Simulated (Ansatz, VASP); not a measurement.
# GaCo: VASP beside Ansatz, part 2 of 2

Wanted: the spread between two codes on one cell, functional and k mesh. The cell is taken from a series of runs on this material, whose earlier steps may have relaxed, scaled, displaced or heated it; both programs get it as it stands.

VASP 6.6.1 and Ansatz 0.2.0.

So far: The structure; Ansatz: single point, r2SCAN.

In doubt: warnings of the run leave room for a lower electronic state (step 2), so energies may not be the lowest and differences between runs may mislead.

## 3. VASP: single point, r2SCAN

Level of this step: r2SCAN, spin-polarised from a ferromagnetic start; plane waves and PAW (Ga_d, Co) (VASP).

The same cell, functional, mesh and smearing now go to VASP, with its own data sets.

Lines of VASP's logs that name or quote its potential files are left out, and so is its time.

File INCAR:

```
SYSTEM = GaCo
PREC = Accurate
ENCUT = 580
EDIFF = 1E-06
NELM = 200
ISMEAR = -1
SIGMA = 0.1
LREAL = .FALSE.
ALGO = Normal
METAGGA = R2SCAN
LASPH = .TRUE.
NBANDS = 44
ISPIN = 2
MAGMOM = -0.03 -0.03 -0.03 0.55 0.55 0.55
LMAXMIX = 4
LORBIT = 11
LWAVE = .FALSE.
LCHARG = .FALSE.
ISIF = 2
GGA_COMPAT = .FALSE.
LMIXTAU = .TRUE.
KPAR = 2
```

File POSCAR:

```
GaCo
1.0
    2.8780000000      0.0000000000      0.0000000000
    0.0000000000      2.8780000000      0.0000000000
    0.0000000000      0.0000000000      8.6340000000
Ga Co
3 3
Direct
    0.5000000000      0.5000000000      0.1666666667
    0.5000000000      0.5000000000      0.5000000000
    0.5000000000      0.5000000000      0.8333333333
    0.0000000000      0.0000000000      1.0000000000
    0.0000000000      0.0000000000      0.3333333333
    0.0000000000      0.0000000000      0.6666666667
```

File KPOINTS:

```
Automatic mesh
0
Gamma
13 13 5
0 0 0
```

Potentials, in the order of the species: Ga_d and Co (PBE family, release 64).

Command:

```sh
$ mpirun -np 2 vasp_std
```

Numbers of over 12 decimals in the logs are rounded to 6 here.

Log:

```text
[banner, memory and clock lines left out]
running    2 mpi-ranks, on    1 nodes
 distrk:  each k-point on    1 cores,    2 groups
 distr:  one band on    1 cores,    1 groups

 POSCAR found type information on POSCAR GaCo
 POSCAR found :  2 types and       6 ions
|                                                                             |
|               ----> ADVICE to this user running VASP <----                  |
|                                                                             |
|     You enforced a specific xc type in the INCAR file but a different       |
|     [... a line on the potential file left out ...]
|     I HOPE YOU KNOW WHAT YOU ARE DOING!                                     |
|                                                                             |

 LDA part: xc-table for (None), standard interpolation
 POSCAR, INCAR and KPOINTS ok, starting setup
 FFT: planning ... GRIDC
 FFT: planning ... GRID_SOFT
 FFT: planning ... GRID
 WAVECAR not read
 entering main loop
       N       E                     dE             d eps       ncg     rms          rms(c)
DAV:   1     0.531126772899E+03    0.53113E+03   -0.30836E+04 15632   0.303E+03
DAV:   2     0.651987812651E+01   -0.52461E+03   -0.49411E+03 14784   0.620E+02
DAV:   3    -0.819886647745E+02   -0.88509E+02   -0.84022E+02 15512   0.214E+02
DAV:   4    -0.858963781906E+02   -0.39077E+01   -0.38653E+01 17196   0.499E+01
DAV:   5    -0.860397384246E+02   -0.14336E+00   -0.14326E+00 23016   0.851E+00    0.191E+01
DAV:   6    -0.867057899346E+02   -0.66605E+00   -0.57307E+01 16408   0.837E+01    0.239E+01
DAV:   7    -0.770859992317E+02    0.96198E+01   -0.21546E+01 16204   0.587E+01    0.229E+00
DAV:   8    -0.751611026430E+02    0.19249E+01   -0.16645E+00 16748   0.934E+00    0.235E+00
DAV:   9    -0.751802545358E+02   -0.19152E-01   -0.30671E-01 16748   0.665E+00    0.845E-01
DAV:  10    -0.751988582591E+02   -0.18604E-01   -0.48107E-02 18292   0.174E+00    0.605E-01
DAV:  11    -0.752103057202E+02   -0.11447E-01   -0.29420E-02 18032   0.174E+00    0.495E-01
DAV:  12    -0.752115430287E+02   -0.12373E-02   -0.16743E-02 21300   0.116E+00    0.488E-01
DAV:  13    -0.752140225227E+02   -0.24795E-02   -0.48524E-03 18056   0.768E-01    0.237E-01
DAV:  14    -0.752141864218E+02   -0.16390E-03   -0.13767E-03 20208   0.451E-01    0.502E-02
DAV:  15    -0.752142465450E+02   -0.60123E-04   -0.24450E-04 19564   0.118E-01    0.247E-02
DAV:  16    -0.752142155088E+02    0.31036E-04   -0.30556E-05 15080   0.535E-02    0.947E-03
DAV:  17    -0.752142605424E+02   -0.45034E-04   -0.10018E-05 18632   0.320E-02    0.575E-03
DAV:  18    -0.752142653462E+02   -0.48038E-05   -0.15588E-06 11304   0.114E-02    0.180E-03
DAV:  19    -0.752142671795E+02   -0.18333E-05   -0.32655E-07  8208   0.574E-03    0.672E-04
DAV:  20    -0.752142680389E+02   -0.85935E-06   -0.17573E-07  8116   0.366E-03
   1 F= -.75214268E+02 E0= -.75164466E+02  d E =-.996045E-01  mag=     1.3130
```

OUTCAR, selected parts (step 3):

```text
ion  position               nearest neighbor table
   1  0.500  0.500  0.167-   5 2.49   5 2.49   5 2.49   5 2.49   4 2.49   4 2.49   4 2.49   4 2.49
                             2 2.88   3 2.88
   2  0.500  0.500  0.500-   5 2.49   6 2.49   5 2.49   6 2.49   5 2.49   6 2.49   5 2.49   6 2.49
                             1 2.88   3 2.88
   3  0.500  0.500  0.833-   6 2.49   6 2.49   6 2.49   6 2.49   4 2.49   4 2.49   4 2.49   4 2.49
                             2 2.88   1 2.88
   4  0.000  0.000  0.000-   1 2.49   3 2.49   1 2.49   3 2.49   1 2.49   3 2.49   1 2.49   3 2.49
                             5 2.88   6 2.88
   5  0.000  0.000  0.333-   1 2.49   1 2.49   1 2.49   1 2.49   2 2.49   2 2.49   2 2.49   2 2.49
                             4 2.88   6 2.88
   6  0.000  0.000  0.667-   3 2.49   3 2.49   3 2.49   3 2.49   2 2.49   2 2.49   2 2.49   2 2.49
                             4 2.88   5 2.88

  LATTYP: Found a simple tetragonal cell.
 ALAT       =     2.8780000000
 C/A-ratio  =     3.0000000000

 Subroutine GETGRP returns: Found 16 space group operations
 (whereof 16 operations were pure point group operations)

The static configuration has the point symmetry D_4h.

 Found     84 irreducible k-points:

   k-points           NKPTS =     84   k-points in BZ     NKDIM =     84   number of bands    NBANDS=     44

   dimension x,y,z NGX =    24 NGY =   24 NGZ =   70
   dimension x,y,z NGXF=    48 NGYF=   48 NGZF=  140

   ENCUT  =  580.0 eV  42.63 Ry    6.53 a.u.   5.65  5.65 16.95*2*pi/ulx,y,z

   NELECT =      66.0000    total number of electrons

 k-points in reciprocal lattice and weights: Automatic mesh
   0.00000000  0.00000000  0.00000000       0.001
   0.07692308  0.00000000  0.00000000       0.005
   0.15384615  0.00000000  0.00000000       0.005
   0.23076923  0.00000000  0.00000000       0.005
   0.30769231  0.00000000  0.00000000       0.005
   0.38461538  0.00000000  0.00000000       0.005
   0.46153846  0.00000000  0.00000000       0.005
   0.07692308  0.07692308  0.00000000       0.005
   0.15384615  0.07692308  0.00000000       0.009
[...]
0.46153846  0.38461538  0.40000000       0.019
   0.46153846  0.46153846  0.40000000       0.009

 average (electrostatic) potential at core
       1 -65.5035       2 -65.5035       3 -65.5035       4 -83.4182       5 -83.4182
       6 -83.4182

 E-fermi :   9.4297

 spin component 1
 k-point     1 :       0.0000    0.0000    0.0000
  band No.  band energies     occupation
    ...
     29       8.6187      0.99970
     30       8.6200      0.99970
     31       8.6200      0.99970
     32       8.6228      0.99969
     33       8.6228      0.99969
     34       9.5554      0.22145
     35       9.5555      0.22136
     36      15.1794      0.00000
     37      15.1796      0.00000
     38      15.1796      0.00000
    ...

 k-point     2 :       0.0769    0.0000    0.0000
  band No.  band energies     occupation
    ...
     29       8.5459      0.99985
     30       8.5472      0.99985
     31       8.5881      0.99978
     32       8.5881      0.99978
     33       8.6203      0.99969
     34       9.6191      0.13078
     35       9.6191      0.13073
     36      14.2344      0.00000
     37      15.3808      0.00000
     38      15.3810      0.00000
    ...

 k-point     3 :       0.1538    0.0000    0.0000
  band No.  band energies     occupation
    ...
     29       8.3577      0.99998
     30       8.3590      0.99998
     31       8.4951      0.99991
     32       8.4951      0.99991
     33       8.6212      0.99969
     34       9.7783      0.02972
     35       9.7783      0.02972
     36      12.4553      0.00000
     37      15.0909      0.00000
     38      15.0909      0.00000
    ...

 k-point     4 :       0.2308    0.0000    0.0000
  band No.  band energies     occupation
    ...
     29       8.1196      1.00000
     30       8.1208      1.00000
     31       8.3733      0.99997
     32       8.3733      0.99997
     33       8.6225      0.99969
     34       9.9311      0.00660
     35       9.9311      0.00660
     36      10.8153      0.00000
     37      13.3672      0.00000
     38      13.3672      0.00000
    ...

 k-point     5 :       0.3077    0.0000    0.0000
  band No.  band energies     occupation
    ...
     29       8.0331      1.00000
     30       8.0331      1.00000
     31       8.2671      0.99999
     32       8.2671      0.99999
     33       8.6237      0.99968
     34       9.7578      0.03622
     35       9.8302      0.01789
     36       9.8302      0.01789
     37      12.3920      0.00000
     38      12.3920      0.00000
    ...

 k-point     6 :       0.3846    0.0000    0.0000
  band No.  band energies     occupation
    ...
     32       8.2317      0.99999
     33       8.6248      0.99968
     34       9.3132      0.76227
     35       9.3853      0.60920
     36       9.3853      0.60919
     37      12.4185      0.00000
     38      12.4185      0.00000
     39      15.9899      0.00000
     40      15.9899      0.00000
     41      19.2456      0.00000
    ...

  Total       -2.1087118     -2.1087118     -2.1182369      0.0000000      0.0000000      0.0000000
  in kB      -47.2426423    -47.2426423    -47.4560381      0.0000000      0.0000000      0.0000000
  external PRESSURE =     -47.3137742 kB  Pullay stress =       0.0000000 kB

  energy-cutoff  :      580.00
  volume of cell :       71.51
      direct lattice vectors                 reciprocal lattice vectors
     2.878000000  0.000000000  0.000000000     0.347463516  0.000000000  0.000000000
     0.000000000  2.878000000  0.000000000     0.000000000  0.347463516  0.000000000
     0.000000000  0.000000000  8.634000000     0.000000000  0.000000000  0.115821172

 POSITION                                       TOTAL-FORCE (eV/Angst)
 -----------------------------------------------------------------------------------
      1.43900      1.43900      1.43900        -0.000000      0.000000      0.000000
      1.43900      1.43900      4.31700         0.000000     -0.000000      0.000000
      1.43900      1.43900      7.19500         0.000000     -0.000000      0.000000
      0.00000      0.00000      0.00000        -0.000000      0.000000      0.000000
      0.00000      0.00000      2.87800        -0.000000      0.000000      0.000000
      0.00000      0.00000      5.75600        -0.000000      0.000000     -0.000000
 -----------------------------------------------------------------------------------
    total drift:                                0.000000     -0.000000      0.000000

  FREE ENERGIE OF THE ION-ELECTRON SYSTEM (eV)
  ---------------------------------------------------
  free  energy   TOTEN  =       -75.2142680389 eV

  energy  without entropy=      -75.1146635649  energy(sigma->0) =      -75.16446580

 total charge
# of ion       s       p       d       tot
------------------------------------------
    1        0.817   0.889  10.055  11.762
    2        0.817   0.889  10.055  11.762
    3        0.817   0.889  10.055  11.762
    4        0.410   0.478   7.499   8.387
    5        0.410   0.478   7.499   8.387
    6        0.410   0.478   7.499   8.387
--------------------------------------------------
tot          3.682   4.103  52.663  60.448

 magnetization (x)
# of ion       s       p       d       tot
------------------------------------------
    1       -0.003  -0.023  -0.014  -0.041
    2       -0.003  -0.023  -0.014  -0.041
    3       -0.003  -0.023  -0.014  -0.041
    4        0.000  -0.017   0.549   0.532
    5        0.000  -0.017   0.549   0.532
    6        0.000  -0.017   0.549   0.532
--------------------------------------------------
tot         -0.007  -0.122   1.603   1.473

[... 6 further parts left out ...]
```

The magnetic state follows from one typed start and may not be the lowest. SCAN-type functionals tend to overstate the moments of itinerant magnets.

## 4. Differences

Known differences besides the potentials themselves: VASP starts from the moments at which Ansatz ended; VASP keeps PBE cores, Ansatz makes them for the functional; the data sets hold 90 valence electrons in Ansatz (on its default PAW (the set named soft_2) files) and 66 in VASP; the cutoff is 500 eV in Ansatz and 580 eV in VASP; site moments are counted in spheres of each program's own size. Total energies have different zeros and are not compared.

The two programs side by side:

```csv
quantity,Ansatz,VASP,difference
total moment (μB),1.33,1.31,+0.02
moment on Co4 (μB),0.55,0.53,+0.02
moment on Co5 (μB),0.55,0.53,+0.02
moment on Co6 (μB),0.55,0.53,+0.02
```

## 5. What came out

```yaml
difference_in_total_moment_single_point_r2scan: 0.016 μB
```

The difference in total moment is 0.016 μB (single point, r2SCAN). The data sets hold unlike numbers of valence electrons (90 in Ansatz and 66 in VASP), so part of the differences comes from the potentials. Such differences can come from data sets, numerical settings and the points named under the comparisons, not from the functional's error against experiment.

[Lines on the potential files, build, host, timing and source positions are cut from VASP's logs without a mark.]

[Logs are printed without paths, hosts, clocks, repeated set-up lines and the standing remarks that a program may print on its own settings, such as how far it seeks lower states.]

[Hosts, paths, dates, database ids (printed as entryN), source tags and the programs' standing remarks are cut or masked in the printed files.]
